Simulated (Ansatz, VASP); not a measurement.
## BN: VASP beside Ansatz

Aim: how closely do two programs agree when they are given the same cell, functional and k mesh? The cell is taken from a series of runs on this material, whose earlier steps may have relaxed, scaled, displaced or heated it; both programs get it as it stands.

Calculated with Ansatz 0.2.0; plane waves, with VASP 6.6.1 beside it; zone-centre phonons at PBE.

## (1) Set-up

The structure is hexagonal, space group P6_3/mmc (No. 194). Conventional cell: a = 2.512 Å, b = 2.512 Å, c = 8.499 Å, α = 90.00°, β = 90.00°, γ = 120.00°. B has 3 N at 1.45 Å nearest. Nearest to N lie 3 B at 1.45 Å. Farther neighbours and most contacts between anions are not listed.

Structure file:

```cif
data_structure
_symmetry_space_group_name_H-M 'P6_3/mmc'
_symmetry_Int_Tables_number 194
_cell_length_a 2.5122
_cell_length_b 2.5122
_cell_length_c 8.4986
_cell_angle_alpha 90.000
_cell_angle_beta 90.000
_cell_angle_gamma 120.000
_cell_volume 46.45
loop_
_atom_site_label
_atom_site_type_symbol
_atom_site_symmetry_multiplicity
_atom_site_Wyckoff_symbol
_atom_site_fract_x
_atom_site_fract_y
_atom_site_fract_z
_atom_site_occupancy
B1 B 2 c 0.33333 0.66667 0.25000 1
N1 N 2 d 0.33333 0.66667 0.75000 1
```

## (2) Ansatz: zone-centre phonons, PBE

Ansatz runs on its default PAW (the set named soft_2) files.

Second derivatives magnify differences that forces hide, and they need a tight electronic threshold.

File input.yaml:

```yaml
crystal:
  lattice:
    - [2.5121554054, 0.0, 0.0]
    - [-1.2560777027, 2.1755903993, 0.0]
    - [0.0, 0.0, 8.4986495485]
  atoms:
    - { symbol: B, position: [0.3333333333, 0.6666666667, 0.25] }
    - { symbol: B, position: [0.6666666667, 0.3333333333, 0.75] }
    - { symbol: "N", position: [0.3333333333, 0.6666666667, 0.75] }
    - { symbol: "N", position: [0.6666666667, 0.3333333333, 0.25] }
kpoints:
  mp_grid: { grid: [9, 9, 4] }
hamiltonian:
  xc: pbe
scf:
  occupations: { method: fixed }
output:
  eigenvalues: true
phonons:
  method: dfpt
  qmesh: [3, 3, 1]
  temperatures: { t_max: 1000, t_step: 50 }
  qpath:
    path:
      - [[0.0, 0.0, 0.0], [0.5, 0.0, 0.0], [0.33333333, 0.33333333, 0.0], [0.0, 0.0, 0.0], [0.0, 0.0, 0.5], [0.5, 0.0, 0.5], [0.33333333, 0.33333333, 0.5], [0.0, 0.0, 0.5]]
      - [[0.5, 0.0, 0.5], [0.5, 0.0, 0.0]]
      - [[0.33333333, 0.33333333, 0.5], [0.33333333, 0.33333333, 0.0]]
    npoints: 10
  non_analytic_term:
    high_frequency_dielectric_tensor: [[3.9678, 0.0, 0.0], [0.0, 3.9678, 0.0], [0.0, 0.0, 1.9654]]
    born_effective_charges:
      - { species: B, tensor: [[2.7147, 0.0, 0.0], [0.0, 2.7147, 0.0], [0.0, 0.0, 0.4762]] }
      - { species: B, tensor: [[2.7147, 0.0, 0.0], [0.0, 2.7147, 0.0], [0.0, 0.0, 0.4762]] }
      - { species: "N", tensor: [[-2.7147, 0.0, 0.0], [0.0, -2.7147, 0.0], [0.0, 0.0, -0.4762]] }
      - { species: "N", tensor: [[-2.7147, 0.0, 0.0], [0.0, -2.7147, 0.0], [0.0, 0.0, -0.4762]] }
    source: "zone-centre run at this cell"
```

Command:

```console
$ ansatz run input.yaml --threads 4 --pin off --max-ram 7168MiB --backend cpu --events-out ev --progress --plain --runs-dir out
```

Numbers of over 12 decimals in the logs are rounded to 6 here.

The program printed:

```text
Warning: phonons: the dynamical matrix that this run interpolates holds no multipole term above the dipole-dipole one, and a site of this crystal is no centre of inversion, so its interpolated transverse optical and acoustic branches and sound speeds can stay off near Gamma, and the density of states and the thermodynamics with them. What a run solves at a wave vector of phonons.qpoints, Gamma apart, where the deck admits one, is free of this, and under fd what a larger phonons.supercell samples
Engine: ansatz 0.2.0, x86_64-unknown-linux-gnu
Pseudopotentials: kind: paw
Pseudopotential: B, paw, valence charge 3, recommended cutoff 420 eV (normal), B.paw.azcp
Pseudopotential: N, paw, valence charge 5, recommended cutoff 420 eV (normal), N.paw.azcp
Functional definition: PBE
  parameter kappa = 0.804
  parameter beta = 0.066725
  exchange = pbe_x(kappa = kappa, mu = beta*pi^2/3)
  correlation = pbe_c(beta = beta)
Crystal: 4 atoms, lattice volume = 46.449 Å³
Basis set: ecut = 420 eV, 899 PW (Γ), exchange–correlation on 36×36×120 points (8 copies of the dense FFT grid, shifted against one another)
Bands: 12, of which v1, the nominal top of the filled ones, is band 8 counted from 1 (7 counted from 0)
Symmetry: 24 space group operations
k-points: 36 of 324
Non-local potential: B, projectors of the file, l = 0: 2, l = 1: 2, l = 2: 1
Non-local potential: N, projectors of the file, l = 0: 2, l = 1: 2, l = 2: 1
PAW form: soft (Blöchl's): semilocal exchange-correlation on the pseudo side does not see the compensation charge
PAW one-centre angular grid: B, 110 points (default); XC on 64 Gauss nodes
PAW one-centre angular grid: N, 110 points (default); XC on 64 Gauss nodes
Initial density: superposition of atomic densities (neutral atoms: chi_scale 0, normalization atom), corrected by the library's trained network
Initial wavefunctions: pseudopotential atomic-orbital guess
Functional: x = pbe(κ = 0.804, μ = 0.219515), c = pbe(β = 0.066725)
SCF iter   1: F=—  HF=-1084.859448 eV  |F-HF|=—  |Δ(HF+E_count)|=         —  Δρ=3.92e-3  dr2=2.46e-3  ethr=1.77e-3  ⟨swp⟩=5.2  Hψ=2321  notcnv=0  defer=71
preconditioner: auto → none  [insulator: Δε(μ)=4.323 eV  Ē_g=15.301 eV  n_scr=6 (ndim 8)  ℏωp=21.8 eV  f_vac=0.247  ε∞_Penn≈3.0]
SCF iter   2: F=—  HF=-1084.860705 eV  |F-HF|=—  |Δ(HF+E_count)|=   1.26e-3  Δρ=1.67e-3  dr2=3.90e-4  ethr=1.54e-5  ⟨swp⟩=2.6  Hψ=1046  notcnv=0  defer=72
SCF iter   3: F=—  HF=-1084.861078 eV  |F-HF|=—  |Δ(HF+E_count)|=   3.73e-4  Δρ=7.96e-4  dr2=6.99e-5  ethr=2.44e-6  ⟨swp⟩=2.0  Hψ=720  notcnv=0  defer=72
SCF iter   4: F=—  HF=-1084.861216 eV  |F-HF|=—  |Δ(HF+E_count)|=   1.38e-4  Δρ=6.72e-5  dr2=9.03e-7  ethr=4.37e-7  ⟨swp⟩=2.1  Hψ=792  notcnv=0  defer=70
SCF iter   5: F=—  HF=-1084.861216 eV  |F-HF|=—  |Δ(HF+E_count)|=   6.44e-7  Δρ=9.01e-6  dr2=2.29e-8  ethr=5.65e-9  ⟨swp⟩=2.3  Hψ=721  notcnv=0  defer=34
SCF iter   6: F=—  HF=-1084.861216 eV  |F-HF|=—  |Δ(HF+E_count)|=   5.14e-8  Δρ=1.52e-6  dr2=7.34e-10  ethr=1.43e-10  ⟨swp⟩=2.1  Hψ=714  notcnv=0  defer=36
SCF iter   7: F=—  HF=-1084.861216 eV  |F-HF|=—  |Δ(HF+E_count)|=  2.45e-10  Δρ=2.15e-7  dr2=1.12e-11  ethr=4.59e-12  ⟨swp⟩=2.6  Hψ=753  notcnv=0  defer=36
SCF iter   8: F=-1084.861216 eV  HF=-1084.861216 eV  |F-HF|=0.00e0  |Δ(HF+E_count)|=  1.14e-11  Δρ=9.99e-9  dr2=2.78e-14  ethr=1.00e-12  ⟨swp⟩=7.6  Hψ=2399  notcnv=0
SCF 1 converged in 8 iterations: F = -1084.861216 eV  dr2 = 2.78e-14
  greatest PAW one-centre occupation: 0.796 electrons in one spin orbital (limit 2), on the N atom at site 3 (counted from 0), in its partial waves of l = 0
NSCF: frozen V_eff on 36 k-points
NSCF: frozen V_eff on 75 k-points
DFPT response loops at q = (0, 0, 0) (fractional): preconditioner auto → none (the input reference at scf.mixing.eps_inf says where Resta's filter doesn't serve); β = 0.50; Broyden in place of MSR1
NSCF: frozen V_eff on 270 k-points
DFPT response loops at q = (0, 0.333333, 0) (fractional): mixed as the last ones told, above
NSCF: frozen V_eff on 270 k-points
DFPT response loops at q = (0.333333, 0.333333, 0) (fractional): mixed as the last ones told, above
SCF converged after 8 iterations
Free energy (F): -1084.861216 eV
Harris-Foulkes:  -1084.861216 eV  (|F-HF|=0.00e0)
Internal energy: -1084.861216 eV  (E = F + TS)
E sigma→0 (E₀):  -1084.861216 eV
Fermi energy:    2.403978 eV
--- Per-component energies (eV) ---
  E_band       = -75.301188
  E_kinetic    = 365.509794
  E_local      = -982.072403  (includes V_loc(G=0)·N_el)
  E_nonlocal   = 115.411630
  E_hartree    = 349.808085
  E_xc         = -184.004596
  E_vxc        = -228.220021  (∫ρ·V_xc dr)
  E_paw        = -413.512256  (= ΣΔE_a)
  E_vpaw       = -45.546557  (= ΣTr[D̂ρ^β])
  E_aug_tail   = 0.000196  (compensation charges beyond the density's cutoff)
  E_ewald      = -336.001666
  E_smearing   = -0.000000  (= −TS)
  E_closure    = -0.000000  (closes the sum)
  Σ components = -1084.861216   (vs F -1084.861216, Δ=0.00e0)
--- Band table (eV; the first three rows and the last of 36) ---
  k-point 0: bands = [... 4 lower, 1.0558, 1.0558, 1.0565, 1.0565, 6.7658, 9.9949, 12.2549, 13.9367]
  k-point 1: bands = [... 4 lower, 1.0554, 1.0554, 1.0562, 1.0562, 7.0935, 9.1967, 12.9585, 13.9387]
  k-point 2: bands = [... 4 lower, 1.0556, 1.0556, 1.0556, 1.0556, 7.9879, 7.9879, 13.8917, 13.8917]
  k-point 35: bands = [... 4 lower, -4.7476, -4.7476, 2.4040, 2.4040, 7.0636, 7.0636, 14.5735, 14.5735]
--- Phonons (Γ-DFPT): 4 representative perturbations + reference (Σ response iterations 12) ---
  ASR residual: 3.969e-4 → 0.000e0 eV/Å²; symmetrization residual: 1.443e-6 eV/Å²
  ASR residual per site (eV/Å²): 3.97e-4 3.97e-4 3.69e-4 3.69e-4
  Γ frequencies (cm⁻¹): 0.00 0.00 0.00 11.57 11.57 24.31 775.41 800.29 1342.16 1342.16 1342.21 1342.21
--- Phonons (arbitrary-q DFPT): 3 irreducible q on the 3×3×1 mesh ---
  q = [0.0000, 0.0000, 0.0000] (star 1, of the zone-centre solve; hermiticity 7.14e-8, symmetrization 4.39e-15): -0.00 0.00 0.00 11.57 11.57 24.31 775.41 800.29 1342.16 1342.16 1342.21 1342.21
  q = [0.0000, 0.3333, 0.0000] (star 6, 6 solved perturbations on 135 of 324 k-point pairs; hermiticity 3.53e-8, symmetrization 1.39e-15): 195.31 196.51 483.89 484.11 688.70 701.12 895.29 896.36 1262.07 1262.13 1417.77 1430.71
  q = [0.3333, 0.3333, 0.0000] (star 2, 4 solved perturbations in 384 linear systems a pass and spin channel, the states on 135 of 324 k-point pairs; hermiticity 2.57e-7, symmetrization 5.82e-8): 308.86 308.86 593.92 593.92 863.41 864.22 1051.71 1051.71 1171.44 1171.44 1253.27 1253.43
  sum rule: each row above includes the acoustic sum rule's correction from the zone centre's row sums; it moved no ω² by more than (3.16 cm⁻¹)²
  mesh force constants: q→R imaginary residual 1.18e-16; ASR residual 3.969e-4 → 0.000e0 eV/Å²; symmetrization residual 4.974e-14 eV/Å²
  interpolated dispersion: 94 rows × 12 modes
  density of states and harmonic sums: on the 30×30×8 q-mesh, interpolated from the force constants of a 3×3×1 supercell (with the dipole–dipole term of supplied tensors)
  largest difference from the sums on the solved wave vectors: F 1.38e-2 eV, S 2.35e-5 and C_V 1.91e-5 eV/K
  zero-point energy: 0.608552 eV/cell   skipped modes (ω ≤ 0): 61, of them read as no rigid motion or as one in doubt: 58 (1.008e-1 modes/cell left out, lowest -23.94 cm⁻¹)   left out of the sums: 8.44e-3 of the cell's modes: C_V's classical limit lies that fraction below 3 k_B per atom; for a crystal, a wire or a layer, F and S can be off by more, and a phonons.interpolated_qmesh denser along its periods is the remedy for the sampling
```

(Continued in part 2 of 2.)

[Lines on the potential files, build, host, timing and source positions are cut from VASP's logs without a mark.]

[Logs are printed without paths, hosts, clocks, repeated set-up lines and the standing remarks that a program may print on its own settings, such as how far it seeks lower states.]

[Hosts, paths, dates, database ids (printed as entryN), source tags and the programs' standing remarks are cut or masked in the printed files.]
